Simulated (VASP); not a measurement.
Input:

```
AsB
1.0
    0.00000     2.39273     2.39273
    2.39273     0.00000     2.39273
    2.39273     2.39273     0.00000
B As
1 1
Direct
  0.00000   0.00000   0.00000
  0.25000   0.25000   0.25000
```

Method: revTPSS meta-GGA, VASP's PBE PAW potentials (set 64) (plane waves; VASP). Settings: 520 eV cut-off, 11×11×11 Γ-centred mesh, tetrahedra with Blöchl corrections, potentials B As.

Task: Give the energies of bands 2 to 7 at the high-symmetry points, in eV from the valence-band maximum.

Result: 
```json
[
 {"band": "2", "Γ": "0.00", "X": "-8.71", "U": "-8.32", "L": "-8.96", "W": "-8.23"},
 {"band": "3", "Γ": "0.00", "X": "-4.14", "U": "-6.08", "L": "-1.85", "W": "-5.61"},
 {"band": "4", "Γ": "0.00", "X": "-4.14", "U": "-3.54", "L": "-1.85", "W": "-5.30"},
 {"band": "5", "Γ": "3.32", "X": "1.30", "U": "1.95", "L": "2.67", "W": "5.21"},
 {"band": "6", "Γ": "3.32", "X": "1.35", "U": "5.55", "L": "4.82", "W": "6.09"},
 {"band": "7", "Γ": "3.32", "X": "11.57", "U": "9.36", "L": "4.82", "W": "6.68"}
]
```

The gap is indirect, 1.08 eV, from the valence maximum at Γ to the conduction minimum at Γ-X at 0.78.

Measured: gap 1.82 eV (computed value off by -0.74 eV), as given by Wikipedia, List of semiconductor materials.

The compound is BAs in the zinc blende structure. It was relaxed first.
